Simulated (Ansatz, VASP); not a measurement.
# Bi (Bismuth) in two plane-wave programs, part 2 of 2

Wanted: the spread between two codes on one cell, functional and k mesh. The cell is taken from a series of VASP runs on this material, whose earlier steps may have relaxed, scaled or displaced it; both programs get it as it stands.

VASP 6.6.1 and Ansatz 0.2.0.

So far. Step 3 (Ansatz: single point, PBEsol): The run ends at a pressure of 0.10 GPa, with forces up to 0.084 eV/Å.

**5. VASP: band structure, PBEsol, spin-orbit coupling**

Level of this step: PBEsol, spin-orbit coupling; plane waves and PAW (Bi_d) (VASP).

A single point gives forces, pressure and levels at one fixed geometry, so differences don't come from the geometry; what else differs is listed under the comparison.

File INCAR:

```
SYSTEM = Bi
PREC = Accurate
ENCUT = 400
EDIFF = 1E-06
NELM = 100
ISMEAR = 1
SIGMA = 0.2
LREAL = .FALSE.
ALGO = Normal
GGA = PS
LNONCOLLINEAR = .TRUE.
MAGMOM = 0 0 0 0 0 0
NBANDS = 42
GGA_COMPAT = .FALSE.
LASPH = .TRUE.
LSORBIT = .TRUE.
LORBIT = 11
LWAVE = .FALSE.
LCHARG = .FALSE.
KPAR = 2
```

File POSCAR:

```
Bi
1.0
    2.2584150306      1.3038965259      3.9179563407
   -2.2584150306      1.3038965259      3.9179563407
    0.0000000000     -2.6077930518      3.9179563407
Bi
2
Direct
    0.2351469672      0.2351469672      0.2351469672
    0.7648530328      0.7648530328      0.7648530328
```

File KPOINTS:

```
Automatic mesh
0
Gamma
5 5 5
0 0 0
```

File KPOINTS_OPT:

```
Line mode
16
Line-mode
Reciprocal
  0.00000000   0.00000000   0.00000000 GAMMA
  0.50000000   0.00000000   0.00000000 L

  0.50000000   0.00000000   0.00000000 L
  0.50000000   0.24050397  -0.24050397 B1

  0.75949603   0.50000000   0.24050397 B
  0.50000000   0.50000000   0.50000000 Z

  0.50000000   0.50000000   0.50000000 Z
  0.00000000   0.00000000   0.00000000 GAMMA

  0.00000000   0.00000000   0.00000000 GAMMA
  0.37025198   0.00000000  -0.37025198 X

  0.62974802   0.37025198   0.00000000 Q
  0.50000000   0.50000000   0.00000000 F

  0.50000000   0.50000000   0.00000000 F
  0.62974802   0.62974802   0.24050397 P1

  0.62974802   0.62974802   0.24050397 P1
  0.50000000   0.50000000   0.50000000 Z

  0.50000000   0.00000000   0.00000000 L
  0.75949603   0.37025198   0.37025198 P
```

The projector-augmented-wave data sets are Bi_d (PBE family, release 64).

Run with:

```console
$ mpirun -np 2 vasp_ncl
```

Numbers of over 12 decimals in the logs are rounded to 6 here.

The log of the run:

```text
[banner, memory and clock lines left out]
running    2 mpi-ranks, on    1 nodes
[...]
[... a notice as in an earlier step ...]

 LDA part: xc-table for (Slater+PW92), standard interpolation
 POSCAR, INCAR and KPOINTS ok, starting setup
[...]
entering main loop
       N       E                     dE             d eps       ncg     rms          rms(c)
DAV:   1     0.332388584198E+03    0.33239E+03   -0.13431E+04  1596   0.147E+03
DAV:   2     0.286456505205E+02   -0.30374E+03   -0.29560E+03  1596   0.444E+02
DAV:   3    -0.841913509939E+01   -0.37065E+02   -0.36445E+02  1880   0.180E+02
DAV:   4    -0.101672560742E+02   -0.17481E+01   -0.17412E+01  1846   0.421E+01
[...]
DAV:   9    -0.102438924490E+02    0.59653E-05   -0.25749E-04  2090   0.165E-01    0.128E-02
DAV:  10    -0.102438950189E+02   -0.25699E-05   -0.30544E-05  1804   0.530E-02    0.826E-03
DAV:  11    -0.102438950192E+02   -0.30423E-09   -0.37535E-06  1568   0.146E-02
   1 F= -.10243895E+02 E0= -.10244176E+02  d E =0.841947E-03  mag=    -0.0000    -0.0000     0.0000
 Start KPOINTS_OPT (optional k-point list driver)
k-point batch [1-19\144]
       N       E                     dE             ncg
DAV:   1     0.605295617480E+03   -0.60588E+04     1604
DAV:   2    -0.509929528749E+04   -0.57046E+04     1628
DAV:   3    -0.582979956312E+04   -0.73050E+03     1802
DAV:   4    -0.586577125370E+04   -0.35972E+02     1868
DAV:   5    -0.586764664104E+04   -0.18754E+01     2266
DAV:   6    -0.586768940844E+04   -0.42767E-01     2290
DAV:   7    -0.586769030973E+04   -0.90129E-03     2386
DAV:   8    -0.586769033309E+04   -0.23365E-04     2400
DAV:   9    -0.586769033348E+04   -0.39096E-06     1220
[...]
k-point batch [134-144\144]
       N       E                     dE             ncg
DAV:   1     0.543704321769E+04   -0.80828E+04      924
DAV:   2     0.210430346484E+04   -0.33327E+04      924
DAV:   3     0.169823315292E+04   -0.40607E+03     1100
DAV:   4     0.167922863808E+04   -0.19005E+02     1062
DAV:   5     0.167816892332E+04   -0.10597E+01     1258
DAV:   6     0.167813829386E+04   -0.30629E-01     1312
DAV:   7     0.167813774435E+04   -0.54951E-03     1332
DAV:   8     0.167813772976E+04   -0.14583E-04     1334
DAV:   9     0.167813772953E+04   -0.22769E-06      690
```

Parts of OUTCAR (step 5):

```text
  Total        0.4072452      0.4072452      0.1546862      0.0000000      0.0000000      0.0000000
  in kB        9.4255961      9.4255961      3.5801765      0.0000000      0.0000000      0.0000000
  external PRESSURE =       7.4771229 kB  Pullay stress =       0.0000000 kB

 POSITION                                       TOTAL-FORCE (eV/Angst)
 -----------------------------------------------------------------------------------
      0.00000      0.00000      2.76389         0.000000      0.000000      0.061542
      0.00000      0.00000      8.98998         0.000000     -0.000000     -0.061542
 -----------------------------------------------------------------------------------
    total drift:                                0.000000      0.000000     -0.000000

  FREE ENERGIE OF THE ION-ELECTRON SYSTEM (eV)
  ---------------------------------------------------
  free  energy   TOTEN  =       -10.2438950192 eV

  energy  without entropy=      -10.2447369658  energy(sigma->0) =      -10.24417567

 magnetization (x)
# of ion       s       p       d       tot
------------------------------------------
    1        0.000  -0.000  -0.000  -0.000
    2        0.000  -0.000  -0.000  -0.000
--------------------------------------------------
tot          0.000  -0.000  -0.000  -0.000

 magnetization (y)
# of ion       s       p       d       tot
------------------------------------------
    1        0.000   0.000   0.000   0.000
    2        0.000   0.000   0.000   0.000
--------------------------------------------------
tot          0.000   0.000   0.000   0.000

 magnetization (z)
# of ion       s       p       d       tot
------------------------------------------
    1        0.000   0.000   0.000   0.000
    2        0.000   0.000   0.000   0.000
--------------------------------------------------
tot          0.000   0.000   0.000   0.000

[... 1 part as in an earlier step ...]

[... 2 further parts left out ...]
[key lines of the parts left out:]
E-fermi :   6.2966
```

The run ends at a pressure of 0.75 GPa, with forces up to 0.062 eV/Å.

**6. Ansatz: band structure, PBEsol, spin-orbit coupling**

The same cell, functional, mesh and smearing now go to Ansatz, which takes its cutoff from its data sets.

The cell is taken from a series of VASP runs on this material, whose earlier steps may have relaxed, scaled or displaced it; both programs get it as it stands.

File input.yaml:

```yaml
crystal:
  lattice:
    - [2.2584150306, 1.3038965259, 3.9179563407]
    - [-2.2584150306, 1.3038965259, 3.9179563407]
    - [0.0, -2.6077930518, 3.9179563407]
  atoms:
    - { symbol: Bi, position: [0.2351469672, 0.2351469672, 0.2351469672] }
    - { symbol: Bi, position: [0.7648530328, 0.7648530328, 0.7648530328] }
hamiltonian:
  xc: pbesol
  pseudopotentials: { kind: paw_fr }
magnetization:
  noncollinear: true
  spin_orbit: true
kpoints:
  mp_grid: { grid: [5, 5, 5] }
  band_path:
    path:
      - [0.0, 0.0, 0.0]
      - [0.13333, 0.0, 0.0]
      - [0.3, 0.0, 0.0]
      - [0.46667, 0.0, 0.0]
      - [0.5, 0.0481, -0.0481]
      - [0.5, 0.12827, -0.12827]
      - [0.5, 0.20844, -0.20844]
      - [0.7249, 0.5, 0.2751]
      - [0.6384, 0.5, 0.3616]
      - [0.5519, 0.5, 0.4481]
      - [0.46667, 0.46667, 0.46667]
      - [0.3, 0.3, 0.3]
      - [0.13333, 0.13333, 0.13333]
      - [0.0, 0.0, 0.0]
      - [0.12342, 0.0, -0.12342]
      - [0.22215, 0.0, -0.22215]
      - [0.34557, 0.0, -0.34557]
      - [0.6038, 0.3962, 0.0]
      - [0.56055, 0.43945, 0.0]
      - [0.5173, 0.4827, 0.0]
      - [0.5173, 0.5173, 0.03207]
      - [0.56055, 0.56055, 0.11224]
      - [0.6038, 0.6038, 0.1924]
      - [0.6211, 0.6211, 0.2578]
      - [0.57785, 0.57785, 0.3443]
      - [0.5346, 0.5346, 0.4308]
      - [0.5, 0.0, 0.0]
      - [0.5865, 0.12342, 0.12342]
      - [0.673, 0.24683, 0.24683]
      - [0.7595, 0.37025, 0.37025]
    npoints: 1
scf:
  occupations: { method: methfessel_paxton, width: 0.2 }
  n_extra_bands: 14
output:
  forces: true
  stress: true
  eigenvalues: true
```

Run with:

```console
$ ansatz run input.yaml --threads 2 --pin off --max-ram 4608MiB --backend cpu --events-out ev --progress --plain --runs-dir out
```

The log of the run:

```text
[...]
non-collinear run that drives no moment, with spin-orbit: no starting moment large enough to seed its density (crystal.atoms[].spin), no starting occupations that ask for one, no magnetisation constraint and no magnetic field, so the semilocal B_xc is pinned to zero
Crystal: 2 atoms, lattice volume = 69.224 Å³
[...]
k-point 1: bands = [... 26 lower, 8.9189, 8.9189, 9.2295, 9.2295, 10.3251, 10.3251, 12.0887, 12.0887, ... 10 higher]
  k-point 2: bands = [... 26 lower, 8.2653, 8.2653, 9.5079, 9.5079, 9.8308, 9.8308, 10.7124, 10.7124, ... 10 higher]
  k-point 18: bands = [... 26 lower, 7.5677, 7.5677, 8.8286, 8.8286, 10.8814, 10.8814, 12.1451, 12.1451, ... 10 higher]
[key lines of the parts left out:]
SCF converged after 6 iterations
Magnetization: |M| = 0.0000 μB,  M = (+0.0000, +0.0000, +0.0000) μB
Free energy (F): -24565.823156 eV
Fermi energy:    9.734885 eV
P = ⅓ Tr σ = 0.9364 GPa (9.364 kbar)
```

Wall time 22 s (2 threads of Arm Neoverse N1, shared host); peak memory 0.48 GiB.

**7. Differences**

What differs besides the data sets and the points named for the pairs above, as far as they apply: spin-orbit coupling enters by fully relativistic files in Ansatz and inside the spheres in VASP. Total energies have different zeros and are not compared.

Compared:

```
      quantity  Ansatz  VASP  difference
pressure (GPa)    0.94  0.75       +0.19
```

Forces (eV/Å; atoms numbered as in POSCAR):

```
atom        Ansatz x, y, z          VASP x, y, z
 Bi1   0.000, 0.000, 0.056   0.000, 0.000, 0.062
 Bi2  0.000, 0.000, -0.056  0.000, 0.000, -0.062
```

The forces differ by 2.9 meV/Å r.m.s., which is 8.3 % of the r.m.s. force of 0.04 eV/Å (both taken over all components). Levels from 3 eV below to 2 eV above the Fermi level differ by 84 meV r.m.s. and 225 meV at most; each VASP level is matched to the nearest of Ansatz, which flatters the figure a little.

**8. What the set-up changes**

Further runs change the set-up of one program: Ansatz's method, potentials or start, or VASP's data sets, cutoff or form of LDA. The table gives Ansatz less VASP for each quantity, since a change that brings one quantity closer may part another.

```
                                       run  r.m.s. force difference (meV/Å)  pressure (GPa)
                                  as above                              2.9            0.19
                      cores kept as stored                              2.8            0.19
   Ansatz's larger PAW set (cutoff 600 eV)                              1.1            0.21
norm-conserving potentials (cutoff 898 eV)                              5.5            0.21
```

**9. Results**

```
r.m.s. force difference (single point, PBEsol)                                                 : 4.1 meV/Å
r.m.s. difference of levels near the Fermi level (band structure, PBEsol, spin-orbit coupling) : 84 meV
```

What this shows: The r.m.s. difference of levels near the Fermi level is 84 meV (band structure, PBEsol, spin-orbit coupling), beyond the 80 meV picked in this series as the mark of a large difference. Band structure, PBEsol, spin-orbit coupling, Ansatz's larger PAW set (cutoff 600 eV): r.m.s. force difference goes from 2.9 to 1.1 meV/Å. Band structure, PBEsol, spin-orbit coupling, norm-conserving potentials (cutoff 898 eV): r.m.s. force difference goes from 2.9 to 5.5 meV/Å. 1 further run of this series is not shown here. Such differences can come from data sets, numerical settings and the points named under the comparisons, not from the functional's error against experiment.

[Lines on the potential files, build, host, timing and source positions are cut from VASP's logs without a mark.]

[Logs are printed without paths, hosts, clocks, repeated set-up lines and the standing remarks that a program may print on its own settings, such as how far it seeks lower states.]

[Hosts, paths, dates, database ids (printed as entryN), source tags and the programs' standing remarks are cut or masked in the printed files.]
